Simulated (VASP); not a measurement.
Entries from a set of simulations; values are calculated unless marked as measured.

**Mo(100), as cut: electronic structure**

The cell holds 7 atoms: 7 Mo. Its edges and angles: a = 3.150 Å, b = 3.150 Å, c = 27.450 Å, α = 90.0°, β = 90.0°, γ = 90.0°. Vacuum lies along c.

```
Mo
1.0
     3.15000    0.00000    0.00000
     0.00000    3.15000    0.00000
     0.00000    0.00000   27.45000
Mo
7
Direct
  0.00000 0.00000 0.32787
  0.50000 0.50000 0.38525
  0.00000 0.00000 0.44262
  0.50000 0.50000 0.50000
  0.00000 0.00000 0.55738
  0.50000 0.50000 0.61475
  0.00000 0.00000 0.67213
```

| Property | Result |
| --- | --- |
| method | PBE; plane waves and PAW (Mo) (and 1 further level or step) |
| program | VASP 6.6.1 |
| settings of one run | field 0.05, PAW datasets (Mo), PAW release PBE 64, 16×16×1 k-mesh, ENCUT 300 eV, ISMEAR -1, SIGMA 0.1 eV |
| notes | The cell in the plane was kept as given and was not relaxed here. |
| work function of the slab | 3.97 eV |
| polarisability per area of the slab or monolayer | 1.10 Å |

The work function is 3.97 eV at both faces. No atom was relaxed.

[Lines on the potential files, build, host, timing and source positions are cut from VASP's logs without a mark.]

[Logs are printed without paths, hosts, clocks, repeated set-up lines and the standing remarks that a program may print on its own settings, such as how far it seeks lower states.]

[Hosts, paths, dates, database ids (printed as entryN), source tags and the programs' standing remarks are cut or masked in the printed files.]

[In band tables of VASP the shares of atoms and orbitals are scaled to a sum of 1 inside the atoms' spheres.]

[Runs that stopped without an error message from VASP are left out.]
